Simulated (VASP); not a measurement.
Calculation: PBE GGA, VASP's PBE PAW potentials (set 64) (plane waves; VASP).

The input files of a VASP run:

### POSCAR
```
Cl2
1
    4.9338110000     0.0000000000     0.0000000000
   -2.4669050000     4.2728050000     0.0000000000
    0.0000000000     0.0000000000     3.0008240000
Cl
3
Direct
  0.0000000000   0.0000000000   0.0000000000
  0.3333330000   0.6666670000   0.5000000000
  0.6666670000   0.3333330000   0.5000000000
```

File KPOINTS_OPT:
```
k-points along high-symmetry lines
6
Line-mode
Reciprocal
  0.000000   0.000000   0.000000 ! GAMMA
  0.500000   0.000000   0.000000 ! M

  0.500000   0.000000   0.000000 ! M
  0.333333   0.333333   0.000000 ! K

  0.333333   0.333333   0.000000 ! K
  0.000000   0.000000   0.000000 ! GAMMA

  0.000000   0.000000   0.000000 ! GAMMA
  0.000000   0.000000   0.500000 ! A

  0.000000   0.000000   0.500000 ! A
  0.500000   0.000000   0.500000 ! L

  0.500000   0.000000   0.500000 ! L
  0.333333   0.333333   0.500000 ! H

  0.333333   0.333333   0.500000 ! H
  0.000000   0.000000   0.500000 ! A

  0.500000   0.000000   0.500000 ! L
  0.500000   0.000000   0.000000 ! M

  0.333333   0.333333   0.500000 ! H
  0.333333   0.333333   0.000000 ! K
```

### INCAR
```
# general
SYSTEM=Cl2
PREC  =Accurate
ENCUT =300
LREAL =.FALSE.
LASPH =.TRUE.

# electronic loop
EDIFF =1E-6
NELM  =100
ALGO  =Normal

# smearing
ISMEAR=-1
SIGMA =0.1

# functional
GGA   =PE

# ions
ISIF  =2

# output
LWAVE =.FALSE.
LCHARG=.FALSE.
```

### KPOINTS
```
Automatic mesh
0
Gamma
6 6 9
0 0 0
```

POTCAR, in this order: Cl (PBE.64 set). Program: vasp_std.

Task: What will the output report for the number of irreducible k-points (NKPTS), largest plane-wave count, number of space-group operations, FFT grid (NGX, NGY, NGZ)?

Result: 
```
Quantity                                      Result
--------------------------------------  ------------
number of irreducible k-points (NKPTS)            35
largest plane-wave count                         759
number of space-group operations                  24
FFT grid (NGX, NGY, NGZ)                28 × 28 × 18
```

The structure was generated: Cl2 was put into an ordered model structure, which need not be its known phase. The cell was not relaxed at this level.
